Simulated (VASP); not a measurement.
All values below come from MS2 meta-GGA, VASP's PBE PAW potentials (set 64) (plane waves; VASP).

A VASP calculation is set up with these files.

### KPOINTS
```
Automatic mesh
0
Gamma
12 12 7
0 0 0
```

### INCAR
```
LCHARG = .False.
IBRION = 2   ! conjugate gradients
ISMEAR = 1
SYSTEM = Lu
NSW = 30   ! most ionic steps
SIGMA = 0.1   ! width (eV)
ENCUT = 520   ! plane-wave cut-off (eV)
LWAVE = .False.
ISIF = 4
LASPH = .True.   ! aspherical one-centre terms
LREAL = .False.
EDIFFG = -0.01   ! ionic stop
METAGGA = MS2
NELM = 100
LMIXTAU = .True.
PREC = Accurate
ALGO = Normal   ! blocked Davidson
EDIFF = 1E-7   ! SCF stop (eV)
LMAXMIX = 6
```

File POSCAR:
```
Lu
1.0
  1.7486465111  -3.0287446865   0.0000000000
  1.7486465111   3.0287446865   0.0000000000
  0.0000000000   0.0000000000   5.4444219120
Lu
2
Cart
  1.7486465111   1.0095835813   1.3611054780
  1.7486465111  -1.0095835813   4.0833164340
```

POTCAR, in this order: Lu_3 (PBE.64 set). Program: vasp_std.

Output

File OUTCAR:
```
 ion  position               nearest neighbor table
   1  0.333  0.667  0.250-   2 3.39   2 3.39   2 3.39   2 3.39   2 3.39   2 3.39
   2  0.667  0.333  0.750-   1 3.39   1 3.39   1 3.39   1 3.39   1 3.39   1 3.39
  LATTYP: Found a hexagonal cell.
 ALAT       =     3.4972930956
 C/A-ratio  =     1.5567531125
 Subroutine PRICEL returns:
 Original cell was already a primitive cell.
 Subroutine GETGRP returns: Found 24 space group operations
The static configuration has the point symmetry D_3d.
 The point group associated with its full space group is D_6h.
The dynamic configuration has the point symmetry D_3d.
 Subroutine INISYM returns: Found 24 space group operations
 Subroutine IBZKPT returns following result:
 Found     76 irreducible k-points:

 Following reciprocal coordinates:
            Coordinates               Weight
  0.000000  0.000000  0.000000      1.000000
  0.083333  0.000000  0.000000      6.000000
  0.166667  0.000000  0.000000      6.000000
  0.250000  0.000000  0.000000      6.000000
  0.333333  0.000000  0.000000      6.000000
  0.416667  0.000000  0.000000      6.000000
  0.500000  0.000000  0.000000      3.000000
  0.083333  0.083333  0.000000      6.000000
  0.166667  0.083333  0.000000     12.000000
  0.250000  0.083333  0.000000     12.000000
  0.333333  0.083333  0.000000     12.000000
  0.416667  0.083333  0.000000     12.000000
  0.166667  0.166667  0.000000      6.000000
  0.250000  0.166667  0.000000     12.000000
  0.333333  0.166667  0.000000     12.000000
  0.416667  0.166667  0.000000      6.000000
  0.250000  0.250000  0.000000      6.000000
  0.333333  0.250000  0.000000     12.000000
  0.333333  0.333333  0.000000      2.000000
  0.000000  0.000000  0.142857      2.000000
  0.083333  0.000000  0.142857     12.000000
  0.166667  0.000000  0.142857     12.000000
  0.250000  0.000000  0.142857     12.000000
  0.333333  0.000000  0.142857     12.000000
  0.416667  0.000000  0.142857     12.000000
  0.500000  0.000000  0.142857      6.000000
  0.083333  0.083333  0.142857     12.000000
  0.166667  0.083333  0.142857     24.000000
  0.250000  0.083333  0.142857     24.000000
  0.333333  0.083333  0.142857     24.000000
  0.416667  0.083333  0.142857     24.000000
  0.166667  0.166667  0.142857     12.000000
  0.250000  0.166667  0.142857     24.000000
  0.333333  0.166667  0.142857     24.000000
  0.416667  0.166667  0.142857     12.000000
  0.250000  0.250000  0.142857     12.000000
  0.333333  0.250000  0.142857     24.000000
  0.333333  0.333333  0.142857      4.000000
  0.000000  0.000000  0.285714      2.000000
  0.083333  0.000000  0.285714     12.000000
   k-points           NKPTS =     76   k-points in BZ     NKDIM =     76   number of bands    NBANDS=     13
   number of dos      NEDOS =    301   number of ions     NIONS =      2
   total plane-waves  NPLWV =  31360
   dimension x,y,z NGX =    28 NGY =   28 NGZ =   40
   dimension x,y,z NGXF=    56 NGYF=   56 NGZF=   80
   ions per type =               2
   PREC   = accura    normal or accurate (medium, high low for compatibility)
   ISTART =      0    job   : 0-new  1-cont  2-samecut
   ICHARG =      2    charge: 1-file 2-atom 10-const
   ISPIN  =      1    spin polarized calculation?
   LNONCOLLINEAR =      F non collinear calculations
   LSORBIT =      F    spin-orbit coupling
   INIWAV =      1    electr: 0-lowe 1-rand  2-diag
   ENCUT  =  520.0 eV  38.22 Ry    6.18 a.u.   6.50  6.50 10.12*2*pi/ulx,y,z
   NELM   =    100;   NELMIN=  2; NELMDL= -5     # of ELM steps
   EDIFF  = 0.1E-06   stopping-criterion for ELM
   LREAL  =      F    real-space projection
...
```

**OSZICAR**
```
       N       E                     dE             d eps       ncg     rms          rms(c)
DAV:   1     0.764762875540E+02    0.76476E+02   -0.88431E+03  3321   0.153E+03
DAV:   2     0.227723105502E+02   -0.53704E+02   -0.52604E+02  3348   0.735E+02
DAV:   3     0.202944756477E+02   -0.24778E+01   -0.23569E+01  3668   0.670E+01
DAV:   4     0.201897883483E+02   -0.10469E+00   -0.99051E-01  3672   0.939E+00
DAV:   5     0.201826712977E+02   -0.71171E-02   -0.70221E-02  3383   0.157E+00    0.337E+01
DAV:   6     0.227046296460E+02    0.25220E+01   -0.48123E+00  3054   0.380E+01    0.141E+01
DAV:   7     0.238732109753E+02    0.11686E+01   -0.96400E-01  3557   0.205E+01    0.203E+00
DAV:   8     0.245904296813E+02    0.71722E+00   -0.97191E-01  3129   0.119E+01    0.386E+00
DAV:   9     0.246647509011E+02    0.74321E-01   -0.10568E-01  3204   0.507E+00    0.336E+00
DAV:  10     0.239873853487E+02   -0.67737E+00   -0.16559E-01  2704   0.514E+00    0.632E-01
DAV:  11     0.237345348655E+02   -0.25285E+00   -0.46130E-01  3029   0.943E+00    0.157E+00
DAV:  12     0.237224404068E+02   -0.12094E-01   -0.17270E-02  2937   0.199E+00    0.156E+00
DAV:  13     0.237190577341E+02   -0.33827E-02   -0.43610E-03  2666   0.811E-01    0.147E+00
DAV:  14     0.237166168357E+02   -0.24409E-02   -0.48253E-03  3174   0.774E-01    0.103E+00
DAV:  15     0.237168565620E+02    0.23973E-03   -0.23742E-04  3247   0.255E-01    0.547E-01
DAV:  16     0.237162528463E+02   -0.60372E-03   -0.21782E-03  3247   0.472E-01    0.122E-01
DAV:  17     0.237161839218E+02   -0.68925E-04   -0.89457E-05  3271   0.129E-01    0.170E-01
DAV:  18     0.237160914813E+02   -0.92441E-04   -0.12629E-04  3144   0.139E-01    0.103E-01
DAV:  19     0.237160345264E+02   -0.56955E-04   -0.90096E-05  3164   0.143E-01    0.210E-02
DAV:  20     0.237160144688E+02   -0.20058E-04   -0.53554E-05  3254   0.867E-02    0.223E-02
DAV:  21     0.237160126300E+02   -0.18387E-05   -0.38069E-06  3168   0.285E-02    0.273E-02
DAV:  22     0.237160024654E+02   -0.10165E-04   -0.15331E-05  3244   0.483E-02    0.142E-02
DAV:  23     0.237160020328E+02   -0.43255E-06   -0.47231E-06  3247   0.246E-02    0.989E-03
DAV:  24     0.237159942329E+02   -0.77999E-05   -0.66258E-06  2919   0.278E-02    0.779E-03
DAV:  25     0.237159895117E+02   -0.47212E-05   -0.49070E-06  3149   0.235E-02    0.440E-03
DAV:  26     0.237159885955E+02   -0.91618E-06   -0.26909E-07  2616   0.835E-03    0.170E-03
DAV:  27     0.237159882269E+02   -0.36867E-06   -0.21892E-07  2392   0.845E-03    0.360E-04
DAV:  28     0.237159882513E+02    0.24480E-07   -0.22073E-08  1423   0.443E-03
   1 F= 0.23715988E+02 E0= 0.23716277E+02  d E =0.237160E+02
       N       E                     dE             d eps       ncg     rms          rms(c)
DAV:   1     0.237157918667E+02   -0.19636E-03   -0.87568E-03  3036   0.134E+00    0.714E-02
DAV:   2     0.237158884040E+02    0.96537E-04   -0.24053E-04  3334   0.232E-01    0.402E-02
DAV:   3     0.237159044963E+02    0.16092E-04   -0.70409E-05  3313   0.951E-02    0.262E-02
DAV:   4     0.237159125803E+02    0.80840E-05   -0.17210E-05  3382   0.602E-02    0.545E-03
DAV:   5     0.237159029612E+02   -0.96191E-05   -0.16909E-05  3031   0.523E-02    0.511E-03
DAV:   6     0.237159022482E+02   -0.71299E-06   -0.33200E-07  2163   0.122E-02    0.141E-03
DAV:   7     0.237159018429E+02   -0.40538E-06   -0.36969E-07  2469   0.137E-02    0.263E-04
DAV:   8     0.237159015363E+02   -0.30658E-06   -0.77378E-08  1727   0.736E-03    0.378E-04
DAV:   9     0.237159016047E+02    0.68396E-07   -0.26226E-08  1213   0.557E-03
   2 F= 0.23715902E+02 E0= 0.23716193E+02  d E =-.866467E-04
       N       E                     dE             d eps       ncg     rms          rms(c)
DAV:   1     0.237158055084E+02   -0.96028E-04   -0.64724E-03  3016   0.115E+00    0.616E-02
DAV:   2     0.237158770136E+02    0.71505E-04   -0.17799E-04  3319   0.199E-01    0.345E-02
DAV:   3     0.237158890960E+02    0.12082E-04   -0.51596E-05  3303   0.812E-02    0.223E-02
DAV:   4     0.237158944143E+02    0.53182E-05   -0.12116E-05  3398   0.510E-02    0.486E-03
DAV:   5     0.237158879196E+02   -0.64947E-05   -0.12345E-05  2993   0.453E-02    0.427E-03
DAV:   6     0.237158871913E+02   -0.72820E-06   -0.18299E-07  1662   0.103E-02    0.112E-03
DAV:   7     0.237158868645E+02   -0.32684E-06   -0.17706E-07  2024   0.113E-02    0.274E-04
DAV:   8     0.237158865653E+02   -0.29917E-06   -0.33106E-08  1198   0.744E-03    0.254E-04
DAV:   9     0.237158865636E+02   -0.16873E-08   -0.25666E-08  1168   0.662E-03
   3 F= 0.23715887E+02 E0= 0.23716177E+02  d E =-.101688E-03
```

File OUTCAR:
```
------------------------ aborting loop because EDIFF is reached ----------------------------------------
  FORCE on cell =-STRESS in cart. coord.  units (eV):
  Direction    XX          YY          ZZ          XY          YZ          ZX
  --------------------------------------------------------------------------------------
  Total       -0.4608284     -0.4608285     -0.4517599     -0.0000000      0.0000000      0.0000000
  in kB      -12.8027541    -12.8027548    -12.5508104     -0.0000000      0.0000000      0.0000000
  external PRESSURE =     -12.7187731 kB  Pullay stress =       0.0000000 kB
  volume of cell :       57.67
      direct lattice vectors                 reciprocal lattice vectors
     1.750952260 -3.032738357 -0.000000000     0.285558899 -0.164867503  0.000000000
     1.750952260  3.032738357 -0.000000000     0.285558899  0.164867503  0.000000000
    -0.000000000  0.000000000  5.430092342     0.000000000  0.000000000  0.184158931
 POSITION                                       TOTAL-FORCE (eV/Angst)
 -----------------------------------------------------------------------------------
      1.75095      1.01091      1.35752        -0.000000     -0.000000      0.000000
      1.75095     -1.01091      4.07257         0.000000      0.000000      0.000000
 -----------------------------------------------------------------------------------
    total drift:                                0.000002      0.000072     -0.000011
  FREE ENERGIE OF THE ION-ELECTRON SYSTEM (eV)
  ---------------------------------------------------
  free  energy   TOTEN  =        23.7158865636 eV

  energy  without entropy=       23.7167568709  energy(sigma->0) =       23.71617667

 reached required accuracy - stopping structural energy minimisation
```
(Selected blocks of OUTCAR.)

File CONTCAR:
```
Lu
   1.00000000000000
     1.7509522595634093   -3.0327383568554285   -0.0000000000000000
     1.7509522595634093    3.0327383568554285   -0.0000000000000000
    -0.0000000000000000    0.0000000000000000    5.4300923416058797
  Lu
     2
Direct
     0.3333330000000032    0.6666669999999968    0.2500000000000000
     0.6666669999999968    0.3333330000000032    0.7500000000000000
```

The compound is Lu in the hcp structure. This cell is one point of a volume scan, at 1.03 of the reference volume. Symmetry was kept, so distortions that lower it aren't found.
